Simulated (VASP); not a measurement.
A run of VASP 6.6.1:

POSCAR

```
ZnO
1.0
    1.6765590000      2.9038850000      0.0000000000
   -1.6765590000      2.9038850000      0.0000000000
    0.0000000000      0.0000000000      5.2293040000
Zn O
2 2
Direct
    0.3333000000      0.3334000000      0.0000000000
    0.6666000000      0.6667000000      0.5000000000
    0.3333000000      0.3334000000      0.3750000000
    0.6666000000      0.6667000000      0.8750000000
```

INCAR.step1

```
SYSTEM = ZnO
PREC = Accurate
ENCUT = 520
EDIFF = 1E-7
ISMEAR = -1
SIGMA = 0.1
LREAL = .FALSE.
LASPH = .TRUE.
NELM = 100
ALGO = Normal
ISIF = 2
LWAVE = .FALSE.
LCHARG = .TRUE.
GGA = PE
NBANDS = 26
```

Contents of KPOINTS.step1:

```
Automatic mesh
0
G
  9 9 5
  0 0 0
```

The input INCAR.step2:

```
SYSTEM = ZnO
PREC = Accurate
ENCUT = 520
EDIFF = 1E-7
ISMEAR = -5
SIGMA = 0.1
LREAL = .FALSE.
LASPH = .TRUE.
NELM = 100
ALGO = Normal
ISIF = 2
LWAVE = .FALSE.
LCHARG = .FALSE.
GGA = PE
LORBIT = 11
NEDOS = 1001
ICHARG = 11
```

The input KPOINTS.step2:

```
Automatic mesh
0
G
  14 14 8
  0 0 0
```

Potentials or basis: VASP PAW PBE potentials, release 64 (Zn, O).

Command:

```sh
$ cat potpaw_PBE.64/Zn/POTCAR potpaw_PBE.64/O/POTCAR > POTCAR
$ cp INCAR.step1 INCAR
$ cp KPOINTS.step1 KPOINTS
$ mpirun -np 1 vasp_std > vasp.out
$ cp INCAR.step2 INCAR
$ cp KPOINTS.step2 KPOINTS
$ mpirun -np 1 vasp_std > vasp.out
```

Hardware: 1 thread of Intel(R) Xeon(R) 6975P-C (Granite Rapids) (shared host).

Question: How long does it take, and how much memory?

Answer: It took 110 s on 1 thread of Intel(R) Xeon(R) 6975P-C (Granite Rapids), with other jobs on the host, peak memory 0.38 GiB. Counts: scf iterations 8, k points 285.
